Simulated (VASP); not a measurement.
The input files of a VASP run:

INCAR:
```
SYSTEM = Os
PREC = Accurate
ENCUT = 400
EDIFF = 1E-6
NELM = 100
ALGO = Normal
LREAL = .FALSE.
LASPH = .TRUE.
ISMEAR = 1
SIGMA = 0.1
GGA = PE
LMAXMIX = 6
LWAVE = .FALSE.
LCHARG = .FALSE.
ISIF = 2
```

**KPOINTS**
```
Automatic mesh
0
Gamma
12 12 7
0 0 0
```

File POSCAR:
```
Os
1
    1.3649782001    -2.3642512907     0.0000000000
    1.3649816297     2.3642175239     0.0000000000
    0.0000000000     0.0000000000     4.3200136304
Os
2
Direct
  0.3333330000   0.6666670000   0.2500000000
  0.6666670000   0.3333330000   0.7500000000
```

POTCAR, in this order: Os (PBE.64 set). Program: vasp_std.

The resulting files:

**standard output**
```
 POSCAR found type information on POSCAR Os
 POSCAR found :  1 types and       2 ions
 Reading from existing POTCAR
 Reading from existing POTCAR

 -----------------------------------------------------------------------------
|                                                                             |
|           W    W    AA    RRRRR   N    N  II  N    N   GGGG   !!!           |
|           W    W   A  A   R    R  NN   N  II  NN   N  G    G  !!!           |
|           W    W  A    A  R    R  N N  N  II  N N  N  G       !!!           |
|           W WW W  AAAAAA  RRRRR   N  N N  II  N  N N  G  GGG   !            |
|           WW  WW  A    A  R   R   N   NN  II  N   NN  G    G                |
|           W    W  A    A  R    R  N    N  II  N    N   GGGG   !!!           |
|                                                                             |
|     Inconsistent Bravais lattice types found for crystalline and            |
|     reciprocal lattice:                                                     |
|                                                                             |
|        Crystalline: hexagonal                                               |
|        Reciprocal : base centered orthorhombic                              |
|                    (instead of hexagonal)                                   |
|                                                                             |
|     In most cases this is due to inaccuracies in the specification of       |
|     the crytalline lattice vectors.                                         |
|                                                                             |
|     Suggested SOLUTIONS:                                                    |
|      ) Refine the lattice parameters of your structure,                     |
|      ) and/or try changing SYMPREC.                                         |
|                                                                             |
 -----------------------------------------------------------------------------

 LDA part: xc-table for (Slater+PW92), standard interpolation

 -----------------------------------------------------------------------------
|                                                                             |
|     EEEEEEE  RRRRRR   RRRRRR   OOOOOOO  RRRRRR      ###     ###     ###     |
|     E        R     R  R     R  O     O  R     R     ###     ###     ###     |
|     E        R     R  R     R  O     O  R     R     ###     ###     ###     |
|     EEEEE    RRRRRR   RRRRRR   O     O  RRRRRR       #       #       #      |
|     E        R   R    R   R    O     O  R   R                               |
|     E        R    R   R    R   O     O  R    R      ###     ###     ###     |
|     EEEEEEE  R     R  R     R  OOOOOOO  R     R     ###     ###     ###     |
|                                                                             |
|     IBZKPT: not all point group operations associated with the symmetry     |
|     operators of the crystalline lattice are members of the point group     |
|     of the reciprocal lattice.                                              |
|                                                                             |
|       ---->  I REFUSE TO CONTINUE WITH THIS SICK JOB ... BYE!!! <----       |
|                                                                             |
 -----------------------------------------------------------------------------
```

Read the log: what went wrong, and how is it fixed?

The cause: the lattice vectors carry noise near SYMPREC. VASP stops with an error: IBZKPT: not all point group operations associated with the symmetry operators of the crystalline lattice are members of the point group of the reciprocal lattice. ----> I REFUSE TO CONTINUE WITH THIS SICK JOB ... BYE!!! <---- To mend it, correct POSCAR.
### POSCAR
```
Os
1
    1.3650000000    -2.3642490000     0.0000000000
    1.3650000000     2.3642490000     0.0000000000
    0.0000000000     0.0000000000     4.3200000000
Os
2
Direct
  0.3333330000   0.6666670000   0.2500000000
  0.6666670000   0.3333330000   0.7500000000
```
The mended run (PBE GGA, plane waves, VASP's PBE PAW potentials (set 64)) converges, and its OSZICAR ends with
```
   1 F= -.22483459E+02 E0= -.22483365E+02  d E =-.280577E-03
```

The compound is Os in the hcp structure. The cell was not relaxed at this level.
